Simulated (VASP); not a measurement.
Given:

```
Be
1.0
    1.13301    -1.96244     0.00000
    1.13301     1.96244     0.00000
    0.00000     0.00000     3.56159
Be
2
Direct
  0.33333   0.66667   0.25000
  0.66667   0.33333   0.75000
```

Level of theory: r2SCAN meta-GGA, VASP's PBE PAW potentials (set 64) (plane waves; VASP). Numerical set-up: 520 eV cut-off, 17×17×9 Γ-centred mesh, first-order Methfessel-Paxton smearing of 0.10 eV, potentials Be.

Question: What does the run give for the energy per atom (σ→0), band gap (on the k-mesh) with the smallest direct gap where there is one?

Answer: 
```json
{
  "band gap (on the k-mesh)": "none (metal, semimetal or under 0.01 eV)",
  "energy per atom (σ→0)": "-4.338 eV/atom"
}
```

The absolute energy has meaning only against runs of the same code, potentials and settings.

The compound is Be in the hcp structure. It was relaxed first. The start is the result of an earlier pass.
